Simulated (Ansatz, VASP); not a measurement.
# HfSi: VASP beside Ansatz

Wanted: the spread between two codes on one cell, functional and k mesh. The cell is generated by rule, not measured, and may not be a known phase. The cell is taken from a series of runs on this material, whose earlier steps may have relaxed, scaled, displaced or heated it; both programs get it as it stands.

Calculated with Ansatz 0.2.0; plane waves, with VASP 6.6.1 beside it; zone-centre phonons at PBEsol.

The structure was built from a prototype and need not be the compound's stable phase.

### 1. Set-up

Symmetry: P6_3/mmc, No. 194, hexagonal system. The conventional cell has a = 4.546 Å, b = 4.546 Å, c = 5.195 Å, α = 90.00°, β = 90.00°, γ = 120.00°. Nearest to Hf lie 5 Si at 2.60 to 2.62 Å. Nearest to Si lie 5 Hf at 2.60 to 2.62 Å. Farther neighbours are not listed.

### 2. Ansatz: zone-centre phonons, PBEsol

Ansatz runs on norm-conserving files, of PseudoDojo where its log says so.

Second derivatives magnify differences that forces hide, and they need a tight electronic threshold.

Input file input.yaml:

```yaml
crystal:
  lattice:
    - [4.5456645189, 3.0958e-06, 0.0]
    - [-2.2728349405, 3.9366594025, 0.0]
    - [0.0, 0.0, 5.1946872813]
  atoms:
    - { symbol: Hf, position: [0.3333333333, 0.6666666667, 0.25] }
    - { symbol: Hf, position: [0.6666666667, 0.3333333333, 0.75] }
    - { symbol: Si, position: [0.6666666667, 0.3333333333, 0.25] }
    - { symbol: Si, position: [0.3333333333, 0.6666666667, 0.75] }
kpoints:
  mp_grid: { grid: [12, 12, 6] }
hamiltonian:
  xc: pbesol
  pseudopotentials: { kind: nc }
scf:
  occupations: { method: methfessel_paxton, width: 0.15 }
output:
  eigenvalues: true
phonons:
  method: dfpt
```

The run is started by

```sh
$ ansatz run input.yaml --threads 4 --pin off --max-ram 7168MiB --backend cpu --events-out ev --progress --plain --runs-dir out
```

Numbers of over 12 decimals in the logs are rounded to 6 here.

The program printed:

```text
Engine: ansatz 0.2.0, aarch64-unknown-linux-gnu
Pseudopotentials: kind: nc
Pseudopotential: Hf, nc, valence charge 12, recommended cutoff 789.130201 eV (normal), Hf.nc.azcp (PseudoDojo's, or run here from an input of PseudoDojo's: the run reads no file of this project's for it)
Pseudopotential: Si, nc, valence charge 4, recommended cutoff 489.804952 eV (normal), Si.nc.azcp (PseudoDojo's, or run here from an input of PseudoDojo's: the run reads no file of this project's for it)
Functional definition: PBEsol
  exchange = pbesol_x
  correlation = pbesol_c
Crystal: 4 atoms, lattice volume = 92.958 Å³
Basis set: ecut = 789.130201 eV, 4667 PW (Γ), exchange–correlation on 90×90×96 points (8 copies of the dense FFT grid, shifted against one another)
Bands: 20, of which v1, the nominal top of the filled ones, is band 16 counted from 1 (15 counted from 0)
Symmetry: 24 space group operations
k-points: 242 of 864 (irreducible under 2 space group operations, time reversal used)
Non-local potential: Hf, projectors of the file, l = 0: 2, l = 1: 2, l = 2: 2, l = 3: 2
Non-local potential: Si, projectors of the file, l = 0: 2, l = 1: 2, l = 2: 2
Initial density: superposition of atomic densities (chi_scale 0.1, normalization cell, long waves kept (reshape's long-wave potential 0.00 eV rms))
Initial wavefunctions: pseudopotential atomic-orbital guess
Functional: x = pbesol(κ = 0.804, μ = 0.123457), c = pbesol(β = 0.046)
SCF iter   1: F=—  HF=-3300.015141 eV  |F-HF|=—  |Δ(HF+E_count)|=         —  Δρ=3.87e-2  dr2=2.32e0  ethr=3.10e-3  ⟨swp⟩=6.5  Hψ=26190  notcnv=0
preconditioner: auto → Resta (q_TF=auto, 2.284 Å⁻¹)  ε∞=9.0  [insulator: Δε(μ)=0.103 eV  Ē_g=5.451 eV  σ=0.150 eV  W_gap=0.51  n_scr=20 (ndim 8)  ℏωp=15.4 eV  f_vac=0.000  D(μ)=0.53/eV (n_scr^D=0)  ε∞_Penn≈9.0]
SCF iter   2: F=—  HF=-3299.489946 eV  |F-HF|=—  |Δ(HF+E_count)|=   5.25e-1  S|Δr|=    0.00e0  Δρ=2.18e-2  dr2=7.31e-1  ethr=3.10e-3  ⟨swp⟩=3.4  Hψ=10001  notcnv=0
preconditioner: auto → Kerker (q_TF=auto, 2.284 Å⁻¹)  [metal: Δε(μ)=0.096 eV  Ē_g=5.241 eV  σ=0.150 eV  W_gap=0.50  n_scr=20 (ndim 8)  ℏωp=15.4 eV  f_vac=0.000  D(μ)=0.52/eV (n_scr^D=0)]
SCF iter   3: F=—  HF=-3299.277393 eV  |F-HF|=—  |Δ(HF+E_count)|=   2.13e-1  S|Δr|=    0.00e0  Δρ=4.11e-3  dr2=3.64e-2  ethr=2.28e-3  ⟨swp⟩=3.1  Hψ=8515  notcnv=0
SCF iter   4: F=—  HF=-3299.270223 eV  |F-HF|=—  |Δ(HF+E_count)|=   7.17e-3  S|Δr|=    0.00e0  Δρ=1.20e-3  dr2=2.78e-3  ethr=1.14e-4  ⟨swp⟩=2.7  Hψ=9275  notcnv=0
SCF iter   5: F=—  HF=-3299.270436 eV  |F-HF|=—  |Δ(HF+E_count)|=   2.13e-4  S|Δr|=    0.00e0  Δρ=3.86e-4  dr2=1.55e-4  ethr=8.70e-6  ⟨swp⟩=2.1  Hψ=7191  notcnv=0
SCF iter   6: F=—  HF=-3299.270498 eV  |F-HF|=—  |Δ(HF+E_count)|=   6.21e-5  S|Δr|=    0.00e0  Δρ=6.63e-5  dr2=3.89e-6  ethr=4.85e-7  ⟨swp⟩=2.6  Hψ=8449  notcnv=0
SCF iter   7: F=—  HF=-3299.270502 eV  |F-HF|=—  |Δ(HF+E_count)|=   4.05e-6  S|Δr|=    0.00e0  Δρ=1.24e-5  dr2=1.16e-7  ethr=1.22e-8  ⟨swp⟩=2.9  Hψ=9913  notcnv=0
SCF iter   8: F=—  HF=-3299.270491 eV  |F-HF|=—  |Δ(HF+E_count)|=   1.12e-5  S|Δr|=    0.00e0  Δρ=2.21e-6  dr2=5.07e-9  ethr=3.62e-10  ⟨swp⟩=2.3  Hψ=8074  notcnv=0
SCF iter   9: F=—  HF=-3299.270491 eV  |F-HF|=—  |Δ(HF+E_count)|=   3.08e-9  S|Δr|=    0.00e0  Δρ=5.65e-7  dr2=3.24e-10  ethr=1.58e-11  ⟨swp⟩=2.9  Hψ=9516  notcnv=0
SCF iter  10: F=-3299.270491 eV  HF=-3299.270491 eV  |F-HF|=5.00e-12  |Δ(HF+E_count)|=  3.48e-10  S|Δr|=    0.00e0  Δρ=8.24e-8  dr2=5.23e-12  ethr=1.00e-12  ⟨swp⟩=9.2  Hψ=38416  notcnv=0
SCF 1 converged in 10 iterations: F = -3299.270491 eV  dr2 = 5.23e-12
DFPT response loops at Γ: preconditioner auto → Kerker (q_TF=auto, 2.284 Å⁻¹) (partly filled bands, converged f_vac=0.000); β = 1.00, the filter's whole step (`scf.mixing.beta` (0.50) is not read by the response loops under this deck's `scf.mixing.preconditioner`; to damp them name `kerker` or `kerker_dos`, under which they read `scf.mixing.beta`, and type it under 1.00, their step now; both keys bind the ground state too); Broyden in place of MSR1
SCF converged after 10 iterations
Stability not checked: this state was not tested for a lower state beside it, because cold or Methfessel-Paxton smearing, or corrected tetrahedra, fill the levels in a way that the test cannot read (fill_not_monotonic; see scf.lower_state_search)
Free energy (F): -3299.270491 eV
Harris-Foulkes:  -3299.270491 eV  (|F-HF|=5.00e-12)
Internal energy: -3299.270724 eV  (E = F + TS)
E sigma→0 (E₀):  -3299.270549 eV
Entropy (-TS):   0.000233 eV (0.058 meV/atom)
Fermi energy:    8.670714 eV
--- Per-component energies (eV) ---
  E_band       = -384.315563
  E_kinetic    = 870.264171
  E_local      = -2080.074765  (includes V_loc(G=0)·N_el)
  E_nonlocal   = 177.578221
  E_hartree    = 615.535771
  E_xc         = -853.413134
  E_vxc        = -583.154733  (∫ρ·V_xc dr)
  E_ewald      = -2029.160988
  E_smearing   = 0.000233  (= −TS)
  E_closure    = 0.000000  (closes the sum)
  Σ components = -3299.270491   (vs F -3299.270491, Δ=0.00e0)
--- Band table (eV; the first three rows and the last of 242) ---
  k-point 0: bands = [... 12 lower, 6.9594, 7.2652, 7.2652, 9.0388, 9.0388, 9.9651, 11.5219, 11.6908]
  k-point 1: bands = [... 12 lower, 6.8815, 7.0669, 7.0669, 9.1758, 9.4787, 9.4787, 11.6083, 12.0619]
  k-point 2: bands = [... 12 lower, 6.7377, 6.7930, 6.7930, 7.7194, 10.4385, 10.4385, 11.9405, 12.2716]
  k-point 241: bands = [... 12 lower, 6.8476, 6.8476, 7.6834, 7.6834, 9.7843, 9.7843, 11.4653, 11.4653]
--- Phonons (Γ-DFPT): 4 representative perturbations + reference, on 242 of 864 k-points (Σ response iterations 12) ---
  k mesh reduced under 2 symmetry operations, with k and −k counted as one. Each operation leaves every solved perturbation unchanged. A smaller set is not used because it would not reduce the number of displacements times k-points to solve
  ASR residual: 7.990e-5 → 0.000e0 eV/Å²; symmetrization residual: 5.603e-5 eV/Å²
  ASR residual per site (eV/Å²): 7.99e-5 7.99e-5 4.18e-5 4.18e-5
  Γ frequencies (cm⁻¹): 0.00 0.00 0.00 79.86 93.33 93.33 318.53 318.53 321.14 321.14 349.60 391.53
  non-analytic LO–TO correction: not included (Born effective charges unavailable; polar crystals: no LO–TO splitting at Γ)
```

(Part 1 of 2 ends here.)

[Lines on the potential files, build, host, timing and source positions are cut from VASP's logs without a mark.]

[Logs are printed without paths, hosts, clocks, repeated set-up lines and the standing remarks that a program may print on its own settings, such as how far it seeks lower states.]

[Hosts, paths, dates, database ids (printed as entryN), source tags and the programs' standing remarks are cut or masked in the printed files.]
